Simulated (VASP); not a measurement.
# Sr3SiTe (P4mm) in VASP: notebook

One crystal, Sr3SiTe, is run at these levels: PBE, PBEsol; tasks: relaxation of cell and atoms, relaxation of the atoms.

Program: VASP 6.6.1. These are calculated values, not measurements. Logs are shortened: lines on timing, memory, paths and dates and some standing lists are left out, and cuts for length are marked.

## (1) The structure

The structure is tetragonal, space group P4mm (No. 99). Conventional cell: a = 4.731 Å, b = 4.731 Å, c = 5.986 Å, α = 90.00°, β = 90.00°, γ = 90.00°. Around Sr (site symmetry 4mm) lie 1 Si at 2.66 Å. Sr (site symmetry 2mm) is surrounded by 2 Si at 2.56 Å. Around Si (site symmetry 4mm) lie 5 Sr at 2.56 to 2.66 Å. Te (site symmetry 4mm) has 12 Sr at 3.40 to 3.81 Å and 4 Si at 3.91 Å as nearest neighbours.

The cell was built by a generator and needn't be a form met in nature.

## (2) Relaxation of cell and atoms, PBE

INCAR reads:

```
PREC = Accurate ; ENCUT = 600
EDIFF = 1E-7 ; ISMEAR = 1
SIGMA = 0.1 ; LREAL = False
LASPH = True ; NELM = 100
ALGO = Fast ; ISIF = 3
LWAVE = False ; LCHARG = False
GGA = PE ; IBRION = 2
NSW = 40 ; EDIFFG = -0.01
```

KPOINTS reads:

```
Automatic mesh
0
Gamma
  6 6 5
```

POSCAR reads:

```
Sr3SiTe
1.0
    4.7307230600      0.0000000000      0.0000000000
    0.0000000000      4.7307230600      0.0000000000
    0.0000000000      0.0000000000      5.9860428100
Sr Si Te
3 1 1
Direct
    0.5000000000      0.5000000000      0.1059000000
    0.0000000000      0.5000000000      0.5000000000
    0.5000000000      0.0000000000      0.5000000000
    0.5000000000      0.5000000000      0.6620000000
    0.0000000000      0.0000000000      0.0000000000
```

Potentials or basis: VASP PAW PBE potentials, release 64 (Sr_sv, Si, Te).

On the command line:

```
> cat potpaw_PBE.64/Sr_sv/POTCAR potpaw_PBE.64/Si/POTCAR potpaw_PBE.64/Te/POTCAR > POTCAR
> mpirun -np 1 vasp_std > vasp.out
```

OUTCAR:

```text
PREC = Accurate
   ENCUT = 600
   EDIFF = 1E-7
   ISMEAR = 1
   LREAL = False
   LASPH = True
   NELM = 100
   ISIF = 3
   GGA = PE
   IBRION = 2
   NSW = 40
   EDIFFG = -0.01

 ion  position               nearest neighbor table
   1  0.500  0.500  0.106-   4 2.66   4 3.33   3 3.34   2 3.34   3 3.34   2 3.34   5 3.40   5 3.40
                             5 3.40   5 3.40   2 4.33   3 4.33   2 4.33   3 4.33
   2  0.000  0.500  0.500-   4 2.56   4 2.56   1 3.34   1 3.34   3 3.35   3 3.35   3 3.35   3 3.35
                             5 3.81   5 3.81   5 3.81   5 3.81   1 4.33   1 4.33
   3  0.500  0.000  0.500-   4 2.56   4 2.56   1 3.34   1 3.34   2 3.35   2 3.35   2 3.35   2 3.35
                             5 3.81   5 3.81   5 3.81   5 3.81   1 4.33   1 4.33
   4  0.500  0.500  0.662-   2 2.56   3 2.56   3 2.56   2 2.56   1 2.66   1 3.33
   5  0.000  0.000  0.000-   1 3.40   1 3.40   1 3.40   1 3.40   3 3.81   2 3.81   2 3.81   2 3.81
                             3 3.81   3 3.81   3 3.81   2 3.81

  LATTYP: Found a simple tetragonal cell.
 ALAT       =     4.7307230600
 C/A-ratio  =     1.2653547321

  Lattice vectors:

 A1 = (   4.7307230600,   0.0000000000,   0.0000000000)
 A2 = (   0.0000000000,   4.7307230600,   0.0000000000)
 A3 = (   0.0000000000,   0.0000000000,   5.9860428100)

Analysis of symmetry for initial positions (statically):
=====================================================================
 Subroutine PRICEL returns:
 Original cell was already a primitive cell.

 Routine SETGRP: Setting up the symmetry group for a
 simple tetragonal supercell.

 Subroutine GETGRP returns: Found  8 space group operations
 (whereof  8 operations were pure point group operations)
 out of a pool of 16 trial point group operations.

The static configuration has the point symmetry C_4v.

Analysis of symmetry for dynamics (positions and initial velocities):
=====================================================================
 Subroutine PRICEL returns:
 Original cell was already a primitive cell.

 Routine SETGRP: Setting up the symmetry group for a
 simple tetragonal supercell.

 Subroutine GETGRP returns: Found  8 space group operations
 (whereof  8 operations were pure point group operations)
 out of a pool of 16 trial point group operations.

The dynamic configuration has the point symmetry C_4v.

 Subroutine INISYM returns: Found  8 space group operations
 (whereof  8 operations are pure point group operations),
 and found     1 'primitive' translations

----------------------------------------------------------------------------------------

                                     Primitive cell

  volume of cell :     133.9661

  direct lattice vectors                    reciprocal lattice vectors
[... 98 lines left out ...]
   NFREE  =      1    steps in history (QN), initial steepest desc. (CG)
   ISIF   =      3    stress and relaxation
   ISYM   =      2    0-nonsym 1-usesym 2-fastsym
   POTIM  = 0.5000    time-step for ionic-motion
   TEBEG  =    0.0;   TEEND  =   0.0 temperature during run
   PSTRESS=    0.0 pullay stress
   NELECT =      40.0000    total number of electrons
   NUPDOWN=      -1.0000    fix difference up-down
   EMIN   =  10.00;   EMAX   =-10.00  energy-range for DOS
   EFERMI =   0.00;   METHOD = LEGACY
   ISMEAR =     1;   SIGMA  =   0.10  broadening in eV -4-tet -1-fermi 0-gaus
   EFERMI_NEDOS =   21; number of points for ismear=-14 and -15
   IALGO  =     68    algorithm
   IMIX   =      4    mixing-type and parameters
     AMIX     =   0.40;   BMIX     =  1.00
     AMIX_MAG =   1.60;   BMIX_MAG =  1.00
  volume/ion in A,a.u.               =      26.79       180.81
  Fermi-wavevector in a.u.,A,eV,Ry     =   1.094200  2.067737 16.289884  1.197273
  Thomas-Fermi vector in A             =   2.230500
   LORBIT       =      0    0 simple, 1 ext, 2 COOP (PROOUT), +10 PAW based schemes
   GGA     = PE    functional components
   LHFCALC =     F    Hartree Fock is set to
   AEXX    =    0.0000 exact exchange contribution
   IVDW    =     0    specifies the selected vdW correction
   LEPSILON=     F    determine dielectric tensor
   LRPA    =     F    only Hartree local field effects (RPA)
 conjugate gradient relaxation of ions
 non-spin polarized calculation
 RMM-DIIS sequential band-by-band and
 Methfessel and Paxton  Order N= 1 SIGMA  =   0.10
  energy-cutoff  :      600.00
  volume of cell :      133.97
 maximum number of plane-waves:      4520
 NGX is ok and might be reduce to    40
   NGX = 19   NGY = 19   NGZ = 23

--------------------------------------- Ionic step        1  -------------------------------------------

 number of electron      40.0000000 magnetization

 Free energy of the ion-electron system (eV)
  ---------------------------------------------------
  ext. energy  EPLUGINS =         0.00000000
  ---------------------------------------------------
  free energy    TOTEN  =       -11.75776720 eV

  energy without entropy =      -11.75931856  energy(sigma->0) =      -11.75828432

 E-fermi :   5.2754     XC(G=0):  -9.5734

 val. band max:        5.2457111075   @ k =   0.3333   0.1667   0.0000
 cond. band min:       5.3056843177   @ k =   0.0000   0.0000   0.0000
 fundamental gap:      0.0599732102
 Fermi energy:         5.2753782056

 k-point     1 :       0.0000    0.0000    0.0000
  band No.  band energies     occupation
      1     -30.3543      2.00000
      2     -30.0832      2.00000
      3     -29.8914      2.00000
      4     -12.8912      2.00000
      5     -12.8912      2.00000
      6     -12.8149      2.00000
[... 749 lines left out ...]
  FREE ENERGIE OF THE ION-ELECTRON SYSTEM (eV)
  ---------------------------------------------------
  free  energy   TOTEN  =       -15.1875277697 eV

  energy  without entropy=      -15.1876750645  energy(sigma->0) =      -15.18757687

[... ionic steps 4 to 35 ...]

--------------------------------------- Ionic step       36  -------------------------------------------

 number of electron      39.9999999 magnetization

------------------------ aborting loop because EDIFF is reached ----------------------------------------
[... 73 lines left out ...]
--------------------------------------- Ionic step       38  -------------------------------------------

 number of electron      40.0000000 magnetization

 Free energy of the ion-electron system (eV)
  ---------------------------------------------------
  ext. energy  EPLUGINS =         0.00000000
  ---------------------------------------------------
  free energy    TOTEN  =       -16.75895116 eV

  energy without entropy =      -16.75938483  energy(sigma->0) =      -16.75909572

 E-fermi :   2.2763     XC(G=0):  -7.5140

 val. band max:        2.1897991031   @ k =   0.1667   0.0000   0.0000
 cond. band min:       2.2905904649   @ k =   0.0000   0.0000   0.0000
 fundamental gap:      0.1007913618
 Fermi energy:         2.2762803938

 k-point     1 :       0.0000    0.0000    0.0000
  band No.  band energies     occupation
      1     -34.1877      2.00000
      2     -33.4936      2.00000
      3     -33.4814      2.00000
      4     -16.2755      2.00000
      5     -16.2755      2.00000
      6     -16.0217      2.00000
[... 671 lines left out ...]
  FREE ENERGIE OF THE ION-ELECTRON SYSTEM (eV)
  ---------------------------------------------------
  free  energy   TOTEN  =       -16.7589511643 eV

  energy  without entropy=      -16.7593848299  energy(sigma->0) =      -16.75909572

 reached required accuracy - stopping structural energy minimisation
```

It took 43 min on 1 thread of Intel Xeon 6975P-C (Granite Rapids), shared host; peak memory 0.39 GiB.

What came out:

```yaml
Free_energy: -16.7590 eV
Relaxed_volume: 43.97 Å³/atom
Relaxed_cell: a = 5.958 Å, b = 5.958 Å, c = 6.193 Å, α = 90.00°, β = 90.00°, γ = 90.00°
Space_group_after_relaxing_to_0.05_Å: P4mm (No. 99)
Energy_gained_by_relaxing: 1000.2 meV/atom
Ionic_steps: 38
Pressure_after_relaxing: 0.0 GPa
Largest_force_after_relaxing: 0.006 eV/Å
Band_gap_on_the_k_mesh: none (metal or under the smearing width)
```

Forces on the atoms (eV/Å):
```
Sr   0.000  0.000  0.004
Sr   0.000  0.000  0.003
Sr   0.000  0.000  0.003
Si   0.000  0.000 -0.005
Te   0.000  0.000 -0.006
```

Step by step:
| step | energy change (eV) | largest force (eV/Å) | pressure (GPa) | volume (Å³) |
| --- | --- | --- | --- | --- |
| 1 | 0.0000 | 1.6692 | 19.34 | 133.97 |
| 2 | -3.4268 | 2.2108 | -0.25 | 206.38 |
| 3 | -3.4298 | 2.1487 | 0.08 | 203.11 |
| 4 | -3.7590 | 1.7460 | -0.26 | 206.94 |
| 5 | -4.4233 | 0.7586 | -1.10 | 218.17 |
| 6 | -3.6414 | 3.7563 | -1.11 | 239.25 |
| 7 | -4.5138 | 0.6596 | -1.38 | 222.55 |
| 8 | -4.5498 | 0.9535 | -1.53 | 226.63 |
| 9 | -4.7281 | 0.9049 | 0.99 | 203.15 |
| 10 | -4.7317 | 0.9157 | 0.64 | 205.77 |
| 11 | -4.8157 | 0.3050 | 0.40 | 207.33 |
| 12 | -4.8161 | 0.3057 | 0.40 | 207.23 |
| 13 | -4.8336 | 0.3238 | -0.31 | 213.65 |
| 14 | -4.8338 | 0.3254 | -0.37 | 214.25 |
| 15 | -4.8512 | 0.3212 | -0.34 | 214.30 |
| 16 | -4.8940 | 0.2801 | -0.18 | 214.42 |
| 17 | -4.9131 | 0.5962 | 0.33 | 214.65 |
| 18 | -4.9188 | 0.4404 | 0.11 | 214.57 |
| 19 | -4.9305 | 0.4372 | 0.14 | 214.83 |
| 20 | -4.9578 | 0.4283 | 0.24 | 215.61 |
| 21 | -4.9687 | 0.4203 | 0.54 | 217.14 |
| 22 | -4.9725 | 0.4206 | 0.42 | 216.60 |
| 23 | -4.9845 | 0.3244 | 0.16 | 218.71 |
| 24 | -4.9923 | 0.1849 | -0.22 | 222.13 |
| 25 | -4.9461 | 0.1940 | -0.22 | 222.43 |
| 26 | -4.9961 | 0.1217 | -0.15 | 221.36 |
| 27 | -4.9987 | 0.0754 | 0.06 | 219.41 |
| 28 | -4.9329 | 0.0532 | 0.10 | 219.51 |
| 29 | -4.9995 | 0.0793 | 0.00 | 219.98 |
| 30 | -4.9995 | 0.0792 | 0.00 | 219.98 |
| 31 | -4.9999 | 0.0554 | 0.00 | 220.00 |
| 32 | -5.0004 | 0.0639 | -0.01 | 220.05 |
| 33 | -5.0008 | 0.0472 | -0.01 | 219.99 |
| 34 | -5.0010 | 0.0206 | -0.01 | 219.90 |
| 35 | -5.0011 | 0.0151 | 0.00 | 219.78 |
| 36 | -5.0012 | 0.0135 | 0.02 | 219.58 |
| 37 | -5.0012 | 0.0133 | 0.02 | 219.55 |
| 38 | -5.0012 | 0.0058 | -0.02 | 219.84 |

Final structure:
```
CELL_PARAMETERS angstrom
5.95793 0.00000 0.00000
0.00000 5.95793 0.00000
0.00000 0.00000 6.19318
ATOMIC_POSITIONS crystal
Sr 0.50000 0.50000 0.04129
Sr 0.00000 0.50000 0.49000
Sr 0.50000 0.00000 0.49000
Si 0.50000 0.50000 0.56045
Te 0.00000 0.00000 0.18616
```

Caveat: the volume moved by over 15 % at a fixed basis, so the end points are rough. Spin-orbit coupling is left out, which matters for the levels of Te.

## (3) Relaxation of the atoms, PBEsol

INCAR reads:

```
ALGO = Fast ; EDIFF = 1E-6
EDIFFG = -0.005 ; ENCUT = 520
GGA = PS ; IBRION = 2
ISIF = 2 ; ISMEAR = 1
LASPH = True ; LCHARG = False
LREAL = False ; LWAVE = False
NELM = 100 ; NSW = 60
PREC = Accurate ; SIGMA = 0.1
```

KPOINTS reads:

```
k-points
0
Gamma
  6 6 5
```

POSCAR is that of step 2.

Potentials or basis: VASP PAW PBE potentials, release 64 (Sr_sv, Si, Te).

On the command line:

```
> cat potpaw_PBE.64/Sr_sv/POTCAR potpaw_PBE.64/Si/POTCAR potpaw_PBE.64/Te/POTCAR > POTCAR
> mpirun -np 1 vasp_std > vasp.out
```

Wall time 8.9 min (1 thread of Intel Xeon 6975P-C (Granite Rapids), shared host); peak memory 0.31 GiB.

It converged, with:

* Free energy: -14.3647 eV
* Energy gained by relaxing: 137.0 meV/atom
* Ionic steps: 18
* Pressure after relaxing: 17.5 GPa
* Band gap on the k mesh: none (metal or under the smearing width)

Forces on the atoms (eV/Å):
```
Sr   0.000  0.000 -0.001
Sr   0.000  0.000  0.002
Sr   0.000  0.000  0.002
Si   0.000  0.000 -0.003
Te   0.000  0.000  0.001
```

Stress tensor (GPa, compression positive):
```
17.97  0.00  0.00
 0.00 17.97  0.00
 0.00  0.00 16.52
```

Step by step:
```
step  energy change (eV)  largest force (eV/Å)  pressure (GPa)
   1              0.0000                1.6070           16.79
   2             -0.2282                1.1229           16.13
   3             -0.2796                1.1284           15.85
   4             -0.4437                1.0225           15.60
   5             -0.5650                0.8478           15.57
   6             -0.5696                0.8397           15.54
   7             -0.6385                0.6624           16.30
   8             -0.6502                0.8181           16.81
   9             -0.6845                0.1017           17.57
  10             -0.6850                0.0248           17.49
  11             -0.6850                0.0301           17.47
  12             -0.6850                0.0181           17.45
  13             -0.6850                0.0179           17.45
  14             -0.6851                0.0109           17.46
  15             -0.6851                0.0106           17.48
  16             -0.6851                0.0104           17.48
  17             -0.6851                0.0093           17.49
  18             -0.6851                0.0029           17.49
```

Final structure:
```yaml
crystal:
  lattice:
    - [4.73072, 0.00000, 0.00000]
    - [0.00000, 4.73072, 0.00000]
    - [0.00000, 0.00000, 5.98604]
  atoms:
    - { symbol: Sr, position: [0.50000, 0.50000, 0.08574] }
    - { symbol: Sr, position: [0.00000, 0.50000, 0.46625] }
    - { symbol: Sr, position: [0.50000, 0.00000, 0.46625] }
    - { symbol: Si, position: [0.50000, 0.50000, 0.66590] }
    - { symbol: Te, position: [0.00000, 0.00000, 0.08376] }
```

Levels at points of the mesh, in eV from the Fermi level:
```tsv
k point	band 18	band 19	band 20	band 21	band 22	band 23
(0.00, 0.00, 0.00)	-1.31	-1.14	-1.14	-0.35	-0.20	-0.06
(0.50, 0.00, 0.00)	-1.23	-0.84	-0.59	0.82	1.44	1.44
(0.50, 0.50, 0.00)	-1.11	-1.11	0.06	0.35	0.35	0.81
```

Caveat: the PAW data sets were made with another functional, which shifts forces and pressure a little. Spin-orbit coupling is left out, which matters for the levels of Te.

## (4) For comparison

An earlier run on the cell as given: functional PBE; potentials or basis VASP PAW PBE potentials, release 64 (Sr_sv, Si, Te); cutoff 520 eV; k mesh 6 × 6 × 5; occupations fermi-dirac, width 0.05 eV; no spin polarisation.

- Pressure: 19.3 GPa
- Largest force: 1.679 eV/Å
- Band gap on the k mesh: none (metal or under the smearing width)

## (5) Summary

| task | level | cell | cutoff (eV) | smearing | gap on the mesh (eV) | pressure (GPa) | largest force (eV/Å) |
| --- | --- | --- | --- | --- | --- | --- | --- |
| relaxation of cell and atoms | PBE | relaxed | 600 | methfessel-paxton 0.1 eV | none | 0.0 | 0.01 |
| relaxation of the atoms | PBEsol | atoms relaxed | 520 | methfessel-paxton 0.1 eV | none | 17.5 | - |
| single point | PBE | as given | 520 | fermi-dirac 0.05 eV | none | 19.3 | 1.68 |

Alike in all rows: potentials or basis VASP PAW PBE potentials, release 64 (Sr_sv, Si, Te); no spin polarisation; k mesh 6 × 6 × 5.

Caveats: the volume moved by over 15 % at a fixed basis, so the end points are rough (some runs); the PAW data sets were made with another functional, which shifts forces and pressure a little (some runs); so large a pressure means that the cell lies far from this level's equilibrium, or that cutoff or potentials fall short (some runs); forces of over 1 eV/Å show positions far from the minimum, so gaps and moduli don't describe the material at rest (some runs).

Total energies depend on the potentials used, so only differences within one code and one set of settings carry meaning.
